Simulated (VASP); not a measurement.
# ZrGeS under strain, part 4 of 4

Aim: follow the pressure of ZrGeS through compression, expansion and shear. All runs use r2SCAN. Left out of this account: 1 further run (self-consistent run: a reference on another mesh). The start is a cell from a database of measured crystal structures.

VASP 6.6.1; r2SCAN; plane waves and PAW (Zr_sv, Ge_d, S).

Still holding for the runs below: Spin-orbit coupling is off here; it would split degenerate levels.

So far, pressure (GPa): step 2 (bands, cell as listed) 1.59; step 3 (cell volume +4.0 %) -3.37; step 4 (cell volume +8.0 %) -7.36; step 5 (bands, sheared, principal strains -2.3, -0.8, +3.2 %) 1.82; step 6 (cell volume -4.0 %) 7.62.

## (7) Bands, volume times 0.92

The cell is scaled evenly once more. A prediction first. A parabola through the 4 pressures of evenly scaled cells so far, P = 1.59 -136.9 t +269 t² GPa with t = ln(V/V₁) and V₁ the volume at scale 1, gives 14.87 GPa at t = -0.0834.

The input, INCAR:

```
SYSTEM = ZrGeS
PREC = Accurate
ENCUT = 410
EDIFF = 1E-06
NELM = 100
ISMEAR = -1
SIGMA = 0.05
LREAL = .FALSE.
ALGO = Normal
METAGGA = R2SCAN
LASPH = .TRUE.
NBANDS = 49
LORBIT = 11
LWAVE = .FALSE.
LCHARG = .FALSE.
KPAR = 4
```

The input, POSCAR:

```
ZrGeS
1.0
    3.5266070839      0.0000000000      0.0000000000
    0.0000000000      3.5266070839      0.0000000000
    0.0000000000      0.0000000000      7.7991897974
Zr Ge S
2 2 2
Direct
    0.0000000000      0.5000000000      0.2760000000
    0.5000000000      0.0000000000      0.7240000000
    0.0000000000      0.0000000000      0.0000000000
    0.5000000000      0.5000000000      0.0000000000
    0.0000000000      0.5000000000      0.6220000000
    0.5000000000      0.0000000000      0.3780000000
```

The input, KPOINTS:

```
Automatic mesh
0
Gamma
8 8 4
0 0 0
```

The input, KPOINTS_OPT:

```
Line mode
16
Line-mode
Reciprocal
  0.00000000   0.00000000   0.00000000 GAMMA
  0.00000000   0.50000000   0.00000000 X

  0.00000000   0.50000000   0.00000000 X
  0.50000000   0.50000000   0.00000000 M

  0.50000000   0.50000000   0.00000000 M
  0.00000000   0.00000000   0.00000000 GAMMA

  0.00000000   0.00000000   0.00000000 GAMMA
  0.00000000   0.00000000   0.50000000 Z

  0.00000000   0.00000000   0.50000000 Z
  0.00000000   0.50000000   0.50000000 R

  0.00000000   0.50000000   0.50000000 R
  0.50000000   0.50000000   0.50000000 A

  0.50000000   0.50000000   0.50000000 A
  0.00000000   0.00000000   0.50000000 Z

  0.00000000   0.50000000   0.00000000 X
  0.00000000   0.50000000   0.50000000 R

  0.50000000   0.50000000   0.00000000 M
  0.50000000   0.50000000   0.50000000 A
```

PAW data sets: Zr_sv, Ge_d and S (PBE family, release 64).

The run is started by

```sh
$ mpirun -np 4 vasp_std
```

The log of the run:

```text
[... set-up lines as in an earlier step ...]
 entering main loop
       N       E                     dE             d eps       ncg     rms          rms(c)
DAV:   1     0.588279749713E+03    0.58828E+03   -0.25899E+04  6155   0.253E+03
DAV:   2     0.186504029230E+00   -0.58809E+03   -0.54487E+03  4634   0.713E+02
DAV:   3    -0.105139483693E+03   -0.10533E+03   -0.10184E+03  5410   0.169E+02
DAV:   4    -0.115022286526E+03   -0.98828E+01   -0.96845E+01  7194   0.486E+01
DAV:   5    -0.115342982077E+03   -0.32070E+00   -0.32005E+00  5988   0.817E+00    0.275E+01
DAV:   6    -0.965174466761E+02    0.18826E+02   -0.78841E+00  7087   0.374E+01    0.105E+01
DAV:   7    -0.966656455599E+02   -0.14820E+00   -0.18725E+00  5611   0.707E+00    0.416E+00
DAV:   8    -0.966945382264E+02   -0.28893E-01   -0.11190E-01  5920   0.296E+00    0.134E+00
DAV:   9    -0.966961132968E+02   -0.15751E-02   -0.14993E-02  6554   0.922E-01    0.195E-01
DAV:  10    -0.966965982495E+02   -0.48495E-03   -0.16373E-03  6377   0.244E-01    0.130E-01
DAV:  11    -0.966967960843E+02   -0.19783E-03   -0.28135E-04  5795   0.100E-01    0.384E-02
DAV:  12    -0.966968142762E+02   -0.18192E-04   -0.26287E-05  5651   0.349E-02    0.182E-02
DAV:  13    -0.966968148912E+02   -0.61499E-06   -0.49672E-06  5488   0.184E-02
   1 F= -.96696815E+02 E0= -.96692629E+02  d E =-.837278E-02
 Start KPOINTS_OPT (optional k-point list driver)
k-point batch [1-45\144]
       N       E                     dE             ncg
DAV:   1     0.600556330903E+04   -0.58208E+05     6203
DAV:   2    -0.205729622138E+05   -0.26579E+05     4739
DAV:   3    -0.250311413188E+05   -0.44582E+04     5109
DAV:   4    -0.254397851626E+05   -0.40864E+03     7063
DAV:   5    -0.254523036583E+05   -0.12518E+02     5972
DAV:   6    -0.254526290154E+05   -0.32536E+00     6346
DAV:   7    -0.254526378132E+05   -0.87978E-02     6284
DAV:   8    -0.254526380036E+05   -0.19036E-03     6436
DAV:   9    -0.254526380073E+05   -0.37725E-05     4220
DAV:  10    -0.254526380079E+05   -0.53226E-06     3460
[...]
k-point batch [136-144\144]
       N       E                     dE             ncg
DAV:   1     0.578661650081E+05   -0.19445E+05     1202
DAV:   2     0.524096056277E+05   -0.54566E+04      970
DAV:   3     0.515402847790E+05   -0.86932E+03     1059
DAV:   4     0.514757811289E+05   -0.64504E+02     1298
DAV:   5     0.514726005654E+05   -0.31806E+01     1266
DAV:   6     0.514725502965E+05   -0.50269E-01     1216
DAV:   7     0.514725490966E+05   -0.11999E-02     1315
DAV:   8     0.514725490728E+05   -0.23727E-04     1223
DAV:   9     0.514725490724E+05   -0.45412E-06      811
```

Elapsed: 3.1 min, on 4 MPI ranks of Intel Xeon Platinum 8488C (Sapphire Rapids), shared host; peak memory 1.3 GiB.

Parts of OUTCAR (step 7):

```text
   ENCUT  =  410.0 eV  30.13 Ry    5.49 a.u.   5.82  5.82 12.88*2*pi/ulx,y,z

   NELECT =      64.0000    total number of electrons

 E-fermi :  10.6668

 k-point     1 :       0.0000    0.0000    0.0000
  band No.  band energies     occupation
    ...
     29       7.9343      2.00000
     30       8.0105      2.00000
     31       8.0105      2.00000
     32       9.3231      2.00000
     33      10.5949      1.61646
     34      11.3399      0.00000
     35      11.6894      0.00000
     36      11.9526      0.00000
     37      11.9526      0.00000
     38      11.9707      0.00000
    ...

  Total        9.0730540      9.0730540      9.3365981      0.0000000      0.0000000      0.0000000
  in kB      149.8650764    149.8650764    154.2181926      0.0000000      0.0000000      0.0000000
  external PRESSURE =     151.3161151 kB  Pullay stress =       0.0000000 kB

 POSITION                                       TOTAL-FORCE (eV/Angst)
 -----------------------------------------------------------------------------------
      0.00000      1.76330      2.15258        -0.000000     -0.000000      0.072132
      1.76330      0.00000      5.64661         0.000000      0.000000     -0.072132
      0.00000      0.00000      0.00000         0.000000      0.000000      0.000000
      1.76330      1.76330      0.00000        -0.000000     -0.000000      0.000000
      0.00000      1.76330      4.85110         0.000000      0.000000     -0.116052
      1.76330      0.00000      2.94809        -0.000000      0.000000      0.116052
 -----------------------------------------------------------------------------------
    total drift:                                0.000000     -0.000000     -0.000000

  FREE ENERGIE OF THE ION-ELECTRON SYSTEM (eV)
  ---------------------------------------------------
  free  energy   TOTEN  =       -96.6968148912 eV

  energy  without entropy=      -96.6884421119  energy(sigma->0) =      -96.69262850

[... 5 parts as in an earlier step ...]

[... 11 further parts left out ...]
```

Numbers from this step:

```yaml
free_energy_toten: -96.6968 eV
energy_at_zero_smearing: -96.6926 eV
fermi_energy: 10.67 eV
pressure: 15.13 GPa
```

Electronic bands along the path, in eV, zero at the Fermi level; # counts the bands kept, so #1 is VASP's band 21:

```tsv
point	#9	#10	#11	#12	#13	#14	#15	#16
Γ	-2.73	-2.66	-2.66	-1.34	-0.07	0.67	1.02	1.29
0.47 of the way	-2.77	-1.68	-1.66	-1.32	0.56	0.72	0.90	1.66
X	-2.13	-2.13	-0.76	-0.76	0.76	0.76	2.19	2.19
0.53 of the way	-4.26	-4.26	-2.53	-2.53	1.78	1.78	2.82	2.82
M	-4.30	-4.30	-2.84	-2.84	2.93	2.93	3.23	3.23
0.47 of the way	-4.16	-2.11	-2.05	-1.41	0.82	2.12	2.18	2.37
Γ	-2.73	-2.66	-2.66	-1.34	-0.07	0.67	1.02	1.29
0.47 of the way	-2.89	-2.65	-2.65	-2.02	0.18	0.94	1.03	1.29
Z	-3.36	-3.08	-2.63	-2.63	0.51	1.05	1.27	1.47
0.53 of the way	-3.22	-2.42	-1.70	-0.75	0.23	0.32	1.33	2.08
R	-2.40	-2.40	-0.44	-0.44	0.92	0.92	1.91	1.91
0.53 of the way	-3.78	-3.78	-2.79	-2.79	1.26	1.26	2.78	2.78
A	-4.27	-4.27	-2.88	-2.88	1.82	1.82	3.04	3.04
0.53 of the way	-3.64	-3.17	-2.32	-0.85	0.87	1.79	2.03	2.18
Z	-3.36	-3.08	-2.63	-2.63	0.51	1.05	1.27	1.47
jump to X	-2.13	-2.13	-0.76	-0.76	0.76	0.76	2.19	2.19
0.53 of the way	-2.29	-2.29	-0.60	-0.60	0.82	0.82	2.34	2.34
R	-2.40	-2.40	-0.44	-0.44	0.92	0.92	1.91	1.91
jump to M	-4.30	-4.30	-2.84	-2.84	2.93	2.93	3.23	3.23
0.47 of the way	-4.29	-4.29	-2.85	-2.85	2.54	2.54	2.98	2.98
A	-4.27	-4.27	-2.88	-2.88	1.82	1.82	3.04	3.04
```

Of the projections kept (Zr, Ge, S), the largest for each band there; the rest of the weight can lie on other orbitals:

```tsv
point	#9	#10	#11	#12	#13	#14	#15	#16
Γ	Zr 0.84	S 0.87	S 0.87	S 0.57	Ge 0.68	Zr 0.76	Zr 0.99	Zr 0.87
X	Ge 0.48	Ge 0.48	Zr 0.53	Zr 0.53	Zr 0.52	Zr 0.52	Zr 0.73	Zr 0.73
M	S 0.80	S 0.80	Zr 0.51	Zr 0.51	Zr 0.71	Zr 0.71	Zr 0.91	Zr 0.91
Γ	Zr 0.84	S 0.87	S 0.87	S 0.57	Ge 0.68	Zr 0.76	Zr 0.99	Zr 0.87
Z	Ge 0.78	Zr 0.86	S 0.90	S 0.90	Ge 0.57	Zr 1.00	Zr 0.99	Zr 0.91
R	Zr 0.50	Zr 0.50	Zr 0.51	Zr 0.51	Zr 0.48	Zr 0.48	Zr 0.58	Zr 0.58
```

Force by atom:

```tsv
atom	x (eV/Å)	y (eV/Å)	z (eV/Å)	size
Zr1	0.000	0.000	0.072	0.072
Zr2	0.000	0.000	-0.072	0.072
Ge3	0.000	0.000	0.000	0.000
Ge4	0.000	0.000	0.000	0.000
S5	0.000	0.000	-0.116	0.116
S6	0.000	0.000	0.116	0.116
```

 The pressure is 15.13 GPa. The parabola predicted 14.87 GPa, -0.26 GPa off.

## (8) Bands, atoms displaced by up to 0.06 Å

The atoms are moved off their sites at random, as a crude picture of disorder.

INCAR is that of step 7.

The input, POSCAR:

```
ZrGeS
1.0
    3.6260000000      0.0000000000      0.0000000000
    0.0000000000      3.6260000000      0.0000000000
    0.0000000000      0.0000000000      8.0190000000
Zr Ge S
2 2 2
Direct
   -0.0000350000      0.5012790000      0.2712460000
    0.5000410000     -0.0042940000      0.7214580000
   -0.0023880000     -0.0037320000     -0.0034720000
    0.4969150000      0.5160060000      0.0027200000
    0.0036660000      0.5039030000      0.6276590000
    0.5035090000     -0.0090770000      0.3808050000
```

KPOINTS is that of step 7.

KPOINTS_OPT is that of step 7.

The run is started by

```sh
$ mpirun -np 4 vasp_std
```

The log of the run:

```text
[... set-up lines as in an earlier step ...]
 entering main loop
       N       E                     dE             d eps       ncg     rms          rms(c)
DAV:   1     0.589549120232E+03    0.58955E+03   -0.25774E+04 17820   0.245E+03
DAV:   2    -0.610823272913E+00   -0.59016E+03   -0.54755E+03 13665   0.715E+02
DAV:   3    -0.105912479841E+03   -0.10530E+03   -0.10184E+03 15982   0.167E+02
DAV:   4    -0.115709450145E+03   -0.97970E+01   -0.96022E+01 21190   0.487E+01
DAV:   5    -0.116051668588E+03   -0.34222E+00   -0.34150E+00 17550   0.849E+00    0.230E+01
DAV:   6    -0.968423239471E+02    0.19209E+02   -0.80626E+00 20742   0.348E+01    0.866E+00
DAV:   7    -0.970128473373E+02   -0.17052E+00   -0.17782E+00 16269   0.678E+00    0.391E+00
DAV:   8    -0.970526052702E+02   -0.39758E-01   -0.10737E-01 17502   0.283E+00    0.119E+00
DAV:   9    -0.970520064523E+02    0.59882E-03   -0.18356E-02 19269   0.994E-01    0.208E-01
DAV:  10    -0.970526752238E+02   -0.66877E-03   -0.21518E-03 17418   0.283E-01    0.152E-01
DAV:  11    -0.970529471918E+02   -0.27197E-03   -0.36452E-04 17056   0.122E-01    0.476E-02
DAV:  12    -0.970529744697E+02   -0.27278E-04   -0.43724E-05 16014   0.517E-02    0.170E-02
DAV:  13    -0.970529758654E+02   -0.13957E-05   -0.84982E-06 16704   0.211E-02    0.117E-02
DAV:  14    -0.970529761031E+02   -0.23770E-06   -0.20408E-06 12645   0.977E-03
   1 F= -.97052976E+02 E0= -.97048790E+02  d E =-.837171E-02
 Start KPOINTS_OPT (optional k-point list driver)
k-point batch [1-132\144]
       N       E                     dE             ncg
DAV:   1     0.109980290499E+05   -0.15530E+06    17853
DAV:   2    -0.680821160916E+05   -0.79080E+05    13816
DAV:   3    -0.814717725095E+05   -0.13390E+05    14910
DAV:   4    -0.827507549130E+05   -0.12790E+04    20379
DAV:   5    -0.827963864601E+05   -0.45632E+02    17792
DAV:   6    -0.827975405542E+05   -0.11541E+01    18957
DAV:   7    -0.827975676604E+05   -0.27106E-01    18454
DAV:   8    -0.827975684082E+05   -0.74789E-03    19135
DAV:   9    -0.827975684234E+05   -0.15140E-04    12774
DAV:  10    -0.827975684251E+05   -0.16974E-05    10543
DAV:  11    -0.827975684258E+05   -0.74094E-06     9318
k-point batch [133-144\144]
       N       E                     dE             ncg
DAV:   1     0.159725041007E+06   -0.25908E+05     1651
DAV:   2     0.152582661078E+06   -0.71424E+04     1296
DAV:   3     0.151421577972E+06   -0.11611E+04     1413
DAV:   4     0.151326864094E+06   -0.94714E+02     1752
DAV:   5     0.151322935293E+06   -0.39288E+01     1606
DAV:   6     0.151322854481E+06   -0.80812E-01     1638
DAV:   7     0.151322852322E+06   -0.21593E-02     1695
DAV:   8     0.151322852271E+06   -0.51122E-04     1647
DAV:   9     0.151322852270E+06   -0.83752E-06     1104
```

The job ended after 5.1 min (4 MPI ranks; peak memory 2.7 GiB).

From OUTCAR (step 8):

```text
   NELECT =      64.0000    total number of electrons

 E-fermi :   9.5327

 k-point     1 :       0.0000    0.0000    0.0000
  band No.  band energies     occupation
    ...
     29       6.9083      2.00000
     30       6.9268      2.00000
     31       7.1294      2.00000
     32       8.1768      2.00000
     33       9.3184      1.97289
     34      10.2231      0.00000
     35      10.4953      0.00000
     36      10.6705      0.00000
     37      10.7511      0.00000
     38      10.8146      0.00000
    ...

  Total        1.2459372      1.0507515      1.5063926     -0.0099199     -0.1829776     -0.0133751
  in kB       18.9335005     15.9674210     22.8914317     -0.1507451     -2.7805623     -0.2032512
  external PRESSURE =      19.2641177 kB  Pullay stress =       0.0000000 kB

 POSITION                                       TOTAL-FORCE (eV/Angst)
 -----------------------------------------------------------------------------------
      3.62587      1.81764      2.17512         0.028443     -0.211331      0.530717
      1.81315      3.61043      5.78537         0.049239      0.338932      0.527947
      3.61734      3.61247      7.99116         0.010766      0.423659      0.097584
      1.80181      1.87104      0.02181         0.047863     -0.580280     -0.333944
      0.01329      1.82715      5.03320        -0.076831     -0.271444     -0.535010
      1.82572      3.59309      3.05368        -0.059480      0.300464     -0.287295
 -----------------------------------------------------------------------------------
    total drift:                               -0.022168     -0.023890     -0.000521

  FREE ENERGIE OF THE ION-ELECTRON SYSTEM (eV)
  ---------------------------------------------------
  free  energy   TOTEN  =       -97.0529761031 eV

  energy  without entropy=      -97.0446043973  energy(sigma->0) =      -97.04879025

[... 5 parts as in an earlier step ...]

[... 12 further parts left out ...]
```

This step gave:

| Item | Value |
| --- | --- |
| SCF cycles | 14 |
| irreducible k-points | 132 |
| symmetry operations | 1 |
| free energy (TOTEN) | -97.0530 eV |
| energy at zero smearing | -97.0488 eV |
| Fermi energy | 9.533 eV |
| pressure | 1.926 GPa |

The electronic bands at the labelled points (eV, zero at the Fermi level; # counts the bands kept, so #1 is VASP's band 21):

```tsv
point	#9	#10	#11	#12	#13	#14	#15	#16
Γ	-2.62	-2.61	-2.40	-1.36	-0.21	0.69	0.96	1.14
0.53 of the way	-2.39	-1.62	-1.48	-1.04	0.58	0.61	1.01	1.75
X	-2.07	-1.88	-0.89	-0.50	0.55	0.82	1.95	2.09
0.47 of the way	-3.75	-3.37	-2.31	-2.15	1.54	1.69	2.37	2.40
M	-4.17	-4.17	-2.60	-2.59	2.66	2.67	2.87	2.91
0.47 of the way	-3.88	-2.00	-1.87	-1.27	0.81	1.90	1.97	2.17
Γ	-2.62	-2.61	-2.40	-1.36	-0.21	0.69	0.96	1.14
0.53 of the way	-2.71	-2.61	-2.47	-2.14	0.04	0.97	0.98	1.23
Z	-3.05	-2.81	-2.61	-2.50	0.26	0.97	1.25	1.33
0.53 of the way	-2.90	-2.26	-1.54	-0.72	0.28	0.37	1.24	1.91
R	-2.35	-1.91	-0.65	-0.23	0.62	0.99	1.77	2.10
0.53 of the way	-3.66	-3.36	-2.61	-2.50	1.14	1.33	2.40	2.47
A	-4.03	-3.90	-2.67	-2.66	1.59	1.78	2.70	2.71
0.47 of the way	-3.68	-2.82	-2.19	-1.34	1.25	1.64	1.80	1.94
Z	-3.05	-2.81	-2.61	-2.50	0.26	0.97	1.25	1.33
jump to X	-2.07	-1.88	-0.89	-0.50	0.55	0.82	1.95	2.09
0.53 of the way	-2.24	-1.89	-0.76	-0.36	0.56	0.90	2.15	2.35
R	-2.35	-1.91	-0.65	-0.23	0.62	0.99	1.77	2.10
jump to M	-4.17	-4.17	-2.60	-2.59	2.66	2.67	2.87	2.91
0.47 of the way	-4.16	-4.15	-2.63	-2.62	2.23	2.40	2.68	2.69
A	-4.03	-3.90	-2.67	-2.66	1.59	1.78	2.70	2.71
```

Of the projections kept (Zr, Ge, S), the largest for each band there; the rest of the weight can lie on other orbitals:

```tsv
point	#9	#10	#11	#12	#13	#14	#15	#16
Γ	S 0.82	S 0.85	Zr 0.80	S 0.58	Ge 0.56	Zr 0.79	Zr 0.99	Zr 0.88
X	Ge 0.47	Ge 0.48	Ge 0.50	Zr 0.59	Zr 0.52	Zr 0.56	Zr 0.79	Zr 0.73
M	S 0.82	S 0.82	Zr 0.53	Zr 0.53	Zr 0.74	Zr 0.75	Zr 0.93	Zr 0.99
Γ	S 0.82	S 0.85	Zr 0.80	S 0.58	Ge 0.56	Zr 0.79	Zr 0.99	Zr 0.88
Z	Ge 0.77	Zr 0.56	S 0.90	S 0.61	Zr 0.51	Zr 1.00	Zr 0.98	Zr 0.91
R	Zr 0.50	Zr 0.50	Ge 0.51	Zr 0.59	Zr 0.50	Zr 0.52	Zr 0.62	Zr 0.57
```

Force by atom:

```tsv
atom	x (eV/Å)	y (eV/Å)	z (eV/Å)	size
Zr1	0.028	-0.211	0.531	0.572
Zr2	0.049	0.339	0.528	0.629
Ge3	0.011	0.424	0.098	0.435
Ge4	0.048	-0.580	-0.334	0.671
S5	-0.077	-0.271	-0.535	0.605
S6	-0.059	0.300	-0.287	0.420
```

 The pressure is 1.93 GPa, and the symmetry operations fall from 16 to 1.

## (9) The runs together

| cell | mesh | pressure (GPa) | gap (eV) |
| --- | --- | --- | --- |
| cell as listed | 8×8×4 | 1.59 | none |
| volume times 1.04 | 8×8×4 | -3.37 | none |
| volume times 1.08 | 8×8×4 | -7.36 | none |
| sheared, principal strains -2.3, -0.8, +3.2 % | 8×8×4 | 1.82 | none |
| volume times 0.96 | 8×8×4 | 7.62 | none |
| volume times 0.92 | 8×8×4 | 15.13 | none |
| atoms displaced by up to 0.06 Å | 8×8×4 | 1.93 | none |

## (10) Results

| Property | Result |
| --- | --- |
| pressure, cell as listed | 1.59 GPa |
| pressure, volume times 1.04 | -3.37 GPa |
| pressure, volume times 1.08 | -7.36 GPa |
| pressure, sheared, principal strains -2.3, -0.8, +3.2 % | 1.82 GPa |
| pressure, volume times 0.96 | 7.62 GPa |
| pressure, volume times 0.92 | 15.1 GPa |
| pressure, atoms displaced by up to 0.06 Å | 1.93 GPa |
| bulk modulus at the listed volume, shape and positions held | 138 GPa |

What this shows: The slope of pressure against ln V at the listed volume gives a bulk modulus of 138 GPa at fixed shape and positions, an upper bound since the atoms bear forces. The atoms were not relaxed in the changed cells. Spin-orbit coupling is left out; it would split some degenerate bands.

[Lines on the potential files, build, host, timing and source positions are cut from VASP's logs without a mark.]

[Logs are printed without paths, hosts, clocks, repeated set-up lines and the standing remarks that a program may print on its own settings, such as how far it seeks lower states.]

[Hosts, paths, dates, database ids (printed as entryN), source tags and the programs' standing remarks are cut or masked in the printed files.]

[A measured line is paired with the nearest computed mode of its activity, which favours agreement.]
